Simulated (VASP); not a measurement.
Here is the system:

```yaml
crystal:
  lattice:
    - [0.00000, 2.79596, 2.79596]
    - [2.79596, 0.00000, 2.79596]
    - [2.79596, 2.79596, 0.00000]
  atoms:
    - { symbol: Cl, position: [0.00000, 0.00000, 0.00000] }
    - { symbol: Na, position: [0.50000, 0.50000, 0.50000] }
```

Computed with PBEsol GGA, VASP's PBE PAW potentials (set 64) (plane waves; VASP). Run with 400 eV cut-off, Gaussian smearing of 0.050 eV, potentials Cl Na_pv.

Q: Predict the band gap (along the path) with the smallest direct gap where there is one.

A: 
The band gap (along the path) is 5.03 eV. The smallest direct gap (along the path) is 5.03 eV.

The absolute energy has meaning only against runs of the same code, potentials and settings.

The structure comes from a measured NaCl entry (Fm-3m) of the Crystallography Open Database, whose conditions weren't checked. It was relaxed first.
